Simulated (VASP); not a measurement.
An input for Ansatz (written as the equivalent of a VASP run, and not itself run):

Ansatz 0.2 input:
```yaml
crystal:
  lattice:
    - [0.0000000, 2.1896998, 2.1896998]
    - [2.1896998, 0.0000000, 2.1896998]
    - [2.1896998, 2.1896998, 0.0000000]
  atoms:
    - { symbol: Si, position: [0.0000000, 0.0000000, 0.0000000] }
    - { symbol: C, position: [0.2500000, 0.2500000, 0.2500000] }
kpoints:
  mp_grid: { grid: [10, 10, 10] }
hamiltonian:
  xc: pbe
  pseudopotentials: { kind: paw }
scf:
  occupations: { method: gaussian, width: 0.05 }
  max_iter: 100
relax:
  max_steps: 40
  f_tol: 0.01
  cell: { p_target: 5 }
output: { forces: true, stress: true, eigenvalues: true }
```

Q: Write the VASP files for the same calculation (PBE).

A: One answer among several that fit: 
**INCAR**
```
ALGO = Normal
EDIFF = 1E-7
EDIFFG = -0.01
ENCUT = 600
GGA = PE
IBRION = 2
ISIF = 3
ISMEAR = 0
LASPH = .True.
LCHARG = .False.
LREAL = .False.
LWAVE = .False.
NELM = 100
NSW = 40
PREC = Accurate
PSTRESS = 50
SIGMA = 0.05
SYSTEM = SiC
```

**POSCAR**
```
SiC
1
   -0.0000000000     2.1896998039     2.1896998039
    2.1896998039     0.0000000000     2.1896998039
    2.1896998039     2.1896998039    -0.0000000000
Si C
1 1
Direct
  0.0000000000   0.0000000000   0.0000000000
  0.2500000000   0.2500000000   0.2500000000
```

**KPOINTS**
```
kpoints
0
Gamma
 10 10 10
0 0 0
```

POTCAR, in this order: Si C (PBE.64 set). Program: vasp_std.

Limits of the translation: each code has its own PAW files, so the cut-off isn't converted (ENCUT is set for VASP's; basis.ecutwfc is left out, and Ansatz then takes the one that its files recommend); Ansatz stops its SCF on the density residual and VASP on the energy change (EDIFF).

The compound is SiC in the zinc blende structure. This run relaxes it under an external pressure of 5 GPa. Symmetry was kept, so distortions that lower it aren't found.
